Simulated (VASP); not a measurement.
Level of theory: PBE GGA, VASP's PBE PAW potentials (set 64) (plane waves; VASP).

A VASP calculation is set up with these files.

File KPOINTS:
```
k-points along high-symmetry lines
10
Line-mode
Reciprocal
  0.000000   0.000000   0.000000 ! GAMMA
  0.000000   0.500000   0.000000 ! M

  0.000000   0.500000   0.000000 ! M
 -0.333333   0.666667   0.000000 ! K

 -0.333333   0.666667   0.000000 ! K
  0.000000   0.000000   0.000000 ! GAMMA

  0.000000   0.000000   0.000000 ! GAMMA
  0.000000   0.000000   0.500000 ! A

  0.000000   0.000000   0.500000 ! A
  0.000000   0.500000   0.500000 ! L

  0.000000   0.500000   0.500000 ! L
 -0.333333   0.666667   0.500000 ! H

 -0.333333   0.666667   0.500000 ! H
  0.000000   0.000000   0.500000 ! A

  0.000000   0.500000   0.500000 ! L
  0.000000   0.500000   0.000000 ! M

 -0.333333   0.666667   0.500000 ! H
 -0.333333   0.666667   0.000000 ! K
```

POSCAR:
```
WSe2
1.0
  1.6610538190  -2.8770292723   0.0000000000
  1.6610538190   2.8770292723   0.0000000000
  0.0000000000   0.0000000000  14.5759742495
W Se
2 4
Cart
  1.6610538190   0.9590116755   3.6439935624
  1.6610538190  -0.9590116755  10.9319806871
  1.6610538190   0.9590116755  12.6119780094
  1.6610538190  -0.9590116755   5.3239908847
  1.6610538190  -0.9590116755   1.9639962401
  1.6610538190   0.9590116755   9.2519833648
```

### INCAR
```
ALGO = Normal
EDIFF = 1E-7
ENCUT = 520
GGA = PE
ICHARG = 11
ISMEAR = 0
LASPH = .True.
LCHARG = .False.
LMAXMIX = 6
LORBIT = 11
LREAL = .False.
LWAVE = .False.
NELM = 100
PREC = Accurate
SIGMA = 0.05
SYSTEM = WSe2
```

POTCAR, in this order: W_sv Se (PBE.64 set). Program: vasp_std. Read from the step before: CHGCAR.

Output

OUTCAR:
```
 ion  position               nearest neighbor table
   1  0.333  0.667  0.250-   4 2.55   5 2.55   4 2.55   5 2.55   4 2.55   5 2.55
   2  0.667  0.333  0.750-   3 2.55   6 2.55   3 2.55   6 2.55   3 2.55   6 2.55
   3  0.333  0.667  0.865-   2 2.55   2 2.55   2 2.55
   4  0.667  0.333  0.365-   1 2.55   1 2.55   1 2.55
   5  0.667  0.333  0.135-   1 2.55   1 2.55   1 2.55
   6  0.333  0.667  0.635-   2 2.55   2 2.55   2 2.55
  LATTYP: Found a hexagonal cell.
 ALAT       =     3.3221073467
 C/A-ratio  =     4.3875687111
 Subroutine PRICEL returns:
 Original cell was already a primitive cell.
 Subroutine GETGRP returns: Found 24 space group operations
The static configuration has the point symmetry D_3d.
 The point group associated with its full space group is D_6h.
The dynamic configuration has the point symmetry D_3d.
 Subroutine INISYM returns: Found 24 space group operations
   k-points           NKPTS =     90   k-points in BZ     NKDIM =     90   number of bands    NBANDS=     31
   number of dos      NEDOS =    301   number of ions     NIONS =      6
   total plane-waves  NPLWV =  84672
   dimension x,y,z NGX =    28 NGY =   28 NGZ =  108
   dimension x,y,z NGXF=    56 NGYF=   56 NGZF=  216
   ions per type =               2   4
   PREC   = accura    normal or accurate (medium, high low for compatibility)
   ISTART =      0    job   : 0-new  1-cont  2-samecut
   ICHARG =     11    charge: 1-file 2-atom 10-const
   ISPIN  =      1    spin polarized calculation?
   LNONCOLLINEAR =      F non collinear calculations
   LSORBIT =      F    spin-orbit coupling
   INIWAV =      1    electr: 0-lowe 1-rand  2-diag
   ENCUT  =  520.0 eV  38.22 Ry    6.18 a.u.   6.18  6.18 27.10*2*pi/ulx,y,z
   NELM   =    100;   NELMIN=  2; NELMDL= -5     # of ELM steps
   EDIFF  = 0.1E-06   stopping-criterion for ELM
   LREAL  =      F    real-space projection
   NLSPLINE    = F    spline interpolate recip. space projectors
   LMAXMIX     =    6 max onsite mixed and CHGCAR
   VOSKOWN=      0    Vosko Wilk Nusair interpolation
   EDIFFG = 0.1E-05   stopping-criterion for IOM
   NSW    =      0    number of steps for IOM
   NBLOCK =      1;   KBLOCK =      1    inner block; outer block
   IBRION =     -1    ionic relax: 0-MD 1-quasi-New 2-CG
   NFREE  =      0    steps in history (QN), initial steepest desc. (CG)
   ISIF   =      2    stress and relaxation
   ISYM   =      2    0-nonsym 1-usesym 2-fastsym
   TEIN   =    0.0    initial temperature
   TEBEG  =    0.0;   TEEND  =   0.0 temperature during run
   SMASS  =  -3.00    Nose mass-parameter (am)
   PSTRESS=    0.0 pullay stress
   NELECT =      52.0000    total number of electrons
   EFERMI =   0.00;   METHOD = LEGACY
   ISMEAR =     0;   SIGMA  =   0.05  broadening in eV -4-tet -1-fermi 0-gaus
   IALGO  =     38    algorithm
   LDIAG  =      T    sub-space diagonalisation (order eigenvalues)
   IMIX   =      4    mixing-type and parameters
     AMIX     =   0.40;   BMIX     =  1.00
     AMIX_MAG =   1.60;   BMIX_MAG =  1.00
     AMIN     =   0.10
   GGA     = PE    functional components
   VOSKOWN =     0    Vosko Wilk Nusair interpolation
   LHFCALC =     F    Hartree Fock is set to
   LHFONE  =     F    Hartree Fock one center treatment
   AEXX    =    0.0000 exact exchange contribution
   IVDW    =     0    specifies the selected vdW correction
   LEPSILON=     F    determine dielectric tensor
   LRPA    =     F    only Hartree local field effects (RPA)
  energy-cutoff  :      520.00
  volume of cell :      139.31
      direct lattice vectors                 reciprocal lattice vectors
     1.661053819 -2.877029272  0.000000000     0.301013727 -0.173790376  0.000000000
     1.661053819  2.877029272  0.000000000     0.301013727  0.173790376  0.000000000
     0.000000000  0.000000000 14.575974249     0.000000000  0.000000000  0.068606049
 k-point     1 :   0.0000 0.0000 0.0000  plane waves:    3739
 k-point     2 :   0.0000 0.0556 0.0000  plane waves:    3761
 k-point     3 :   0.0000 0.1111 0.0000  plane waves:    3747
 k-point     4 :   0.0000 0.1667 0.0000  plane waves:    3731
...
```

**OSZICAR**
```
       N       E                     dE             d eps       ncg     rms          rms(c)
DAV:   1     0.506159222037E+03    0.50616E+03   -0.28374E+04  6372   0.160E+03
DAV:   2    -0.804158540500E+01   -0.51420E+03   -0.50234E+03  6698   0.414E+02
DAV:   3    -0.410283921436E+02   -0.32987E+02   -0.32182E+02  7018   0.923E+01
DAV:   4    -0.420209837412E+02   -0.99259E+00   -0.98958E+00  6906   0.159E+01
DAV:   5    -0.420475819384E+02   -0.26598E-01   -0.26586E-01  7438   0.253E+00
DAV:   6    -0.420481751543E+02   -0.59322E-03   -0.59307E-03  7093   0.395E-01
DAV:   7    -0.420481914890E+02   -0.16335E-04   -0.16332E-04  7415   0.681E-02
DAV:   8    -0.420481920629E+02   -0.57397E-06   -0.57393E-06  6820   0.131E-02
DAV:   9    -0.420481920865E+02   -0.23527E-07   -0.23588E-07  5341   0.274E-03
   1 F= -.42048192E+02 E0= -.42048192E+02  d E =-.334624E-13
```

File OUTCAR:
```
 val. band max:        4.5930752708   @ k =  -0.3333   0.6667   0.0000

 cond. band min:       5.9932535225   @ k =  -0.1852   0.3704   0.0000



 k-point     1 :       0.0000    0.0000    0.0000
  band No.  band energies     occupation
      1     -69.5276      2.00000
      2     -69.5276      2.00000
      3     -33.7452      2.00000
      4     -33.7452      2.00000
      5     -33.6438      2.00000
      6     -33.6437      2.00000
      7     -33.6437      2.00000
      8     -33.6437      2.00000
      9     -10.1469      2.00000
     10     -10.0967      2.00000
     11      -8.9392      2.00000
     12      -8.8503      2.00000
     13      -1.7493      2.00000
     14      -1.3788      2.00000
     15       1.8781      2.00000
     16       2.2261      2.00000
     17       2.2261      2.00000
     18       2.2289      2.00000
     19       2.2289      2.00000
     20       3.0171      2.00000
     21       3.3231      2.00000
     22       3.3232      2.00000
     23       3.3321      2.00000
     24       3.3322      2.00000
     25       3.9633      2.00000
     26       4.5632      2.00000
     27       7.4435      0.00000
     28       7.4455      0.00000
     29       7.4542      0.00000
     30       7.5168      0.00000
     31       7.6140      0.00000

 k-point     2 :       0.0000    0.0556    0.0000
  band No.  band energies     occupation
      1     -69.5273      2.00000
      2     -69.5273      2.00000
      3     -33.7440      2.00000
      4     -33.7440      2.00000
      5     -33.6501      2.00000
      6     -33.6501      2.00000
      7     -33.6452      2.00000
      8     -33.6452      2.00000
      9     -10.1020      2.00000
     10     -10.0519      2.00000
     11      -8.9160      2.00000
     12      -8.8283      2.00000
     13      -1.6909      2.00000
     14      -1.3204      2.00000
     15       1.8160      2.00000
     16       2.0829      2.00000
     17       2.0867      2.00000
     18       2.2694      2.00000
...
```

The density is held fixed in this step, so its total energy and stress have no physical meaning. Without a dispersion term in the relaxation, distances and binding between the weakly bound layers, chains or molecules are unreliable, and so is what depends on them. Unless said otherwise, spin-orbit coupling is left out, though it shifts the bands of the heavy elements here.

The compound is WSe2 in the 2H layered structure. It was relaxed first, which changed the volume by +15 %.
